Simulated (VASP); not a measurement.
Input for VASP

INCAR:
```
SYSTEM = PdIn
PREC = Accurate
ENCUT = 400
EDIFF = 1E-6
NELM = 100
ALGO = Normal
LREAL = .FALSE.
LASPH = .TRUE.
ISMEAR = 1
SIGMA = 0.1
GGA = PE
LMAXMIX = 4
LWAVE = .FALSE.
LCHARG = .FALSE.
ISIF = 2
IBRION = 0
NSW = 3
TEBEG = 300
```

**POSCAR**
```
PdIn
1
    3.2500000000     0.0000000000     0.0000000000
    0.0000000000     3.2500000000     0.0000000000
    0.0000000000     0.0000000000     3.2500000000
In Pd
1 1
Direct
  0.5000000000   0.5000000000   0.5000000000
  0.0000000000   0.0000000000   0.0000000000
```

**KPOINTS**
```
Automatic mesh
0
Gamma
9 9 9
0 0 0
```

POTCAR, in this order: In_d Pd (PBE.64 set). Program: vasp_std.

What VASP printed:

File standard output:
```
 POSCAR found type information on POSCAR InPd
 POSCAR found :  2 types and       2 ions
 Reading from existing POTCAR

 -----------------------------------------------------------------------------
|                                                                             |
|     EEEEEEE  RRRRRR   RRRRRR   OOOOOOO  RRRRRR      ###     ###     ###     |
|     E        R     R  R     R  O     O  R     R     ###     ###     ###     |
|     E        R     R  R     R  O     O  R     R     ###     ###     ###     |
|     EEEEE    RRRRRR   RRRRRR   O     O  RRRRRR       #       #       #      |
|     E        R   R    R   R    O     O  R   R                               |
|     E        R    R   R    R   O     O  R    R      ###     ###     ###     |
|     EEEEEEE  R     R  R     R  OOOOOOO  R     R     ###     ###     ###     |
|                                                                             |
|     Fatal error! IBRION=0, but no entry for POTIM on file INCAR. MUST       |
|     be specified!                                                           |
|                                                                             |
|       ---->  I REFUSE TO CONTINUE WITH THIS SICK JOB ... BYE!!! <----       |
|                                                                             |
 -----------------------------------------------------------------------------
```

Task: Read the log: what went wrong, and how is it fixed?

Result: The cause: molecular dynamics (IBRION = 0) was asked for without POTIM. VASP stops with an error: Fatal error! IBRION=0, but no entry for POTIM on file INCAR. MUST be specified! ----> I REFUSE TO CONTINUE WITH THIS SICK JOB ... BYE!!! <---- To mend it, set POTIM to the time step in fs (1 to 2 fs suits most solids). The plain static run on this cell (PBE GGA, plane waves, VASP's PBE PAW potentials (set 64)) converges, and its OSZICAR ends with
```
   1 F= -.87011223E+01 E0= -.87017787E+01  d E =0.196916E-02
```

The compound is PdIn in the CsCl type structure. The cell was not relaxed at this level.
